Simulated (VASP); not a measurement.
Input of a VASP 6.6.1 run:

File INCAR:

```
ALGO = Normal ; EDIFF = 1E-7
ENCUT = 520 ; GGA = PE
ISIF = 2 ; ISMEAR = -1
ISPIN = 2 ; LASPH = True
LCHARG = True ; LELF = True
LMAXMIX = 4 ; LORBIT = 11
LREAL = False ; LVHAR = True
LWAVE = False ; MAGMOM = 0 0 0 0 0 3 3 3
NBANDS = 47 ; NELM = 120
PREC = Accurate ; SIGMA = 0.05
```

Contents of KPOINTS:

```
k-points
0
Gamma
  8 8 2
```

POSCAR

```
Cr3Te5
1.0
    3.9890758670      0.0000000000      0.0000000000
   -1.9945379335      3.4546410384      0.0000000000
    0.0000000000      0.0000000000     14.8258030000
Te Cr
5 3
Direct
    0.0000000000      0.0000000000      0.0000000000
    0.6666666667      0.3333333333      0.6074810000
    0.6666666667      0.3333333333      0.1841340000
    0.3333333333      0.6666666667      0.3925190000
    0.3333333333      0.6666666667      0.8158660000
    0.0000000000      0.0000000000      0.7177750000
    0.0000000000      0.0000000000      0.2822250000
    0.0000000000      0.0000000000      0.5000000000
```

Potentials or basis: VASP PAW PBE potentials, release 64 (Te, Cr_pv).

Run with:

```console
$ cat potpaw_PBE.64/Te/POTCAR potpaw_PBE.64/Cr_pv/POTCAR > POTCAR
$ mpirun -np 1 vasp_std > vasp.out
```

(1) Estimate the largest force.

(2) What does it give for the net moment?

(3) Estimate the site moments.

(4) Estimate the pressure.

Answers

(1) 0.041 eV/Å.

(2) 10.74 μB per cell.

(3) Te +0.28, -0.11, -0.16; Cr +3.29, +3.45 μB.

(4) 0.0 GPa.

Caveat: only a ferromagnetic start was run, and an antiferromagnetic order may lie lower in energy.
